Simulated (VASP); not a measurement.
A convergence study with VASP on CdS (zinc blende): one setting is varied, all else stays as given below, so the limit is that of these other settings. ε∞ is the independent-particle value.

```xyz
2
Lattice="0.0000 2.9100 2.9100 2.9100 0.0000 2.9100 2.9100 2.9100 0.0000" Properties=species:S:1:pos:R:3 pbc="T T T"
Cd     0.0000     0.0000     0.0000
S      1.4550     1.4550     1.4550
```

All values below come from PBEsol GGA, VASP's PBE PAW potentials (set 64) (plane waves; VASP). The tightest run used: 550 eV cut-off, 7×7×7 Γ-centred mesh, Gaussian smearing of 0.050 eV, potentials Cd S.

Task: The settings run are NBANDS = 10; NBANDS = 11; NBANDS = 13; NBANDS = 17; NBANDS = 25; NBANDS = 41; NBANDS = 73; NBANDS = 137. From which on does the mean ε∞ stay within 0.3  of the tightest run?

Result: From NBANDS = 17 on: it is off by 0.19 there and by no more than 0.3 in any finer run, while NBANDS = 13 is off by 0.43.
```json
[
 {"setting": "NBANDS = 10", "mean ε∞": "5.54", "bands": "10", "difference judged ()": "2.20"},
 {"setting": "NBANDS = 11", "mean ε∞": "6.53", "bands": "11", "difference judged ()": "1.21"},
 {"setting": "NBANDS = 13", "mean ε∞": "7.31", "bands": "13", "difference judged ()": "0.43"},
 {"setting": "NBANDS = 17", "mean ε∞": "7.54", "bands": "17", "difference judged ()": "0.19"},
 {"setting": "NBANDS = 25", "mean ε∞": "7.61", "bands": "25", "difference judged ()": "0.12"},
 {"setting": "NBANDS = 41", "mean ε∞": "7.67", "bands": "41", "difference judged ()": "0.07"},
 {"setting": "NBANDS = 73", "mean ε∞": "7.71", "bands": "73", "difference judged ()": "0.03"},
 {"setting": "NBANDS = 137", "mean ε∞": "7.74", "bands": "137", "difference judged ()": "0.00"}
]
```

Left out are rungs that failed or repeat a setting and relaxations that didn't move; long series are thinned to 24 rows.

The compound is CdS in the zinc blende structure, a metastable form; wurtzite is the usual one. The cell was not relaxed at this level.
